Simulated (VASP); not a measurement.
Input of a VASP 6.6.1 run:

File INCAR:

```
PREC = Accurate ; ENCUT = 900
EDIFF = 1E-6 ; ISMEAR = -1
SIGMA = 0.05 ; LREAL = False
LASPH = True ; NELM = 60
ALGO = Fast ; ISIF = 3
LWAVE = False ; LCHARG = False
GGA = PE ; IBRION = 2
NSW = 40 ; EDIFFG = -0.005
```

File KPOINTS:

```
regular mesh
0
Gamma
  8 8 7
```

File POSCAR:

```
HfGe
1.0
    3.2196660000      0.0000000000      0.0000000000
    0.0000000000      3.2196660000      0.0000000000
    0.0000000000      0.0000000000      4.1084277000
Hf Ge
1 1
Direct
    0.5000000000      0.5000000000      0.0000000000
    0.0000000000      0.0000000000      0.0000000000
```

Potentials or basis: VASP PAW PBE potentials, release 64 (Hf, Ge).

Run with:

```sh
$ cat potpaw_PBE.64/Hf/POTCAR potpaw_PBE.64/Ge/POTCAR > POTCAR
$ mpirun -np 1 vasp_std > vasp.out
```

Problem. Estimate the band gap on the k mesh.

Solution. None (metal or under the smearing width).

Problem. Predict the space group after relaxing (to 0.05 Å).

Solution. P4/mmm (No. 123).

Problem. What does it give for the relaxed cell?

Solution. a = 3.818 Å, b = 3.818 Å, c = 3.058 Å, α = 90.00°, β = 90.00°, γ = 90.00°.

Problem. Estimate the relaxed volume.

Solution. 22.29 Å³/atom.

Final structure:
```cif
data_structure
_symmetry_space_group_name_H-M 'P 1'
_symmetry_Int_Tables_number 1
_cell_length_a 3.8179
_cell_length_b 3.8179
_cell_length_c 3.0581
_cell_angle_alpha 90.000
_cell_angle_beta 90.000
_cell_angle_gamma 90.000
_cell_volume 44.57
loop_
_atom_site_label
_atom_site_type_symbol
_atom_site_fract_x
_atom_site_fract_y
_atom_site_fract_z
_atom_site_occupancy
Hf1 Hf 0.50000 0.50000 0.00000 1
Ge1 Ge 0.00000 0.00000 0.00000 1
```

Spin-orbit coupling is left out, which matters for the levels of Hf.
